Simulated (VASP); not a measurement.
Consider the following.

```xyz
5
Lattice="4.0169 0.0000 0.0000 0.0000 4.0169 0.0000 0.0000 0.0000 4.0169" Properties=species:S:1:pos:R:3 pbc="T T T"
K      0.0000     0.0000     0.0000
Zn     2.0085     2.0085     2.0085
F      2.0085     0.0000     2.0085
F      0.0000     2.0085     2.0085
F      2.0085     2.0085     0.0000
```

Calculation: PBEsol GGA, VASP's PBE PAW potentials (set 64) (plane waves; VASP 6.6.1). Numerical set-up: 520 eV cut-off, 6×6×6 Γ-centred mesh, Gaussian smearing of 0.050 eV, potentials K_sv Zn F.

### Question
The job: KZnF$_{3}$ (cubic perovskite), 5 atoms, PBEsol, static run, 520 eV, 6×6×6 Γ-centred mesh. Roughly how much core time does it take on a busy server core?

### Answer
About 30 core-seconds (one run on a shared machine, a rough figure). It had 20 irreducible k-points, 25 bands, up to 1775 plane waves and 27 electronic steps.

The compound is KZnF3 in the cubic perovskite structure. This cell is one point of a volume scan, at 0.97 of the reference volume.
